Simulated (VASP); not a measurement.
An input for Ansatz (written as the equivalent of a VASP run, and not itself run):

Ansatz 0.2 input:
```yaml
crystal:
  lattice:
    - [0.0000000, 2.9636525, 2.9191977]
    - [2.9636525, 0.0000000, 2.9191977]
    - [2.9636525, 2.9636525, 0.0000000]
  atoms:
    - { symbol: B, position: [0.0000000, 0.0000000, 0.0000000] }
    - { symbol: Ti, position: [0.5000000, 0.5000000, 0.5000000] }
    - { symbol: Ti, position: [0.2500000, 0.2500000, 0.2500000] }
    - { symbol: Ti, position: [0.7500000, 0.7500000, 0.7500000] }
kpoints:
  mp_grid: { grid: [8, 8, 8] }
hamiltonian:
  xc: pbesol
  pseudopotentials: { kind: paw }
scf:
  occupations: { method: methfessel_paxton, width: 0.1 }
  max_iter: 100
output: { forces: true, stress: true, eigenvalues: true }
```

Q: Write the VASP files for the same calculation (PBEsol).

A: This is not unique; one that fits is 
File KPOINTS:
```
Automatic mesh
0
Gamma
8 8 8
0 0 0
```

### POSCAR
```
Ti3B
1.0
  0.0000000000   2.9636525252   2.9191977373
  2.9636525252   0.0000000000   2.9191977373
  2.9636525252   2.9636525252   0.0000000000
B Ti
1 3
Cart
  0.0000000000   0.0000000000   0.0000000000
  2.9636525252   2.9636525252   2.9191977373
  1.4818262626   1.4818262626   1.4595988687
  4.4454787878   4.4454787878   4.3787966060
```

INCAR:
```
! general
SYSTEM  = Ti3B
PREC    = Accurate
ENCUT   = 600
LREAL   = .FALSE.
LASPH   = .TRUE.

! electronic loop
EDIFF   = 1E-7
NELM    = 100
ALGO    = Normal
LMAXMIX = 4

! smearing
ISMEAR  = 1
SIGMA   = 0.1

! functional
GGA     = PS

! ions
ISIF    = 2

! output
LWAVE   = .FALSE.
LCHARG  = .FALSE.
```

POTCAR, in this order: B Ti_sv (PBE.64 set). Program: vasp_std.

The two are equivalent in intent, not identical: each code has its own PAW files, so the cut-off isn't converted (ENCUT is set for VASP's; basis.ecutwfc is left out, and Ansatz then takes the one that its files recommend); Ansatz stops its SCF on the density residual and VASP on the energy change (EDIFF).

The structure was generated: Ti3B was put into the D03 type (Fm-3m), which need not be its known phase. This cell was strained or had an atom moved on purpose.
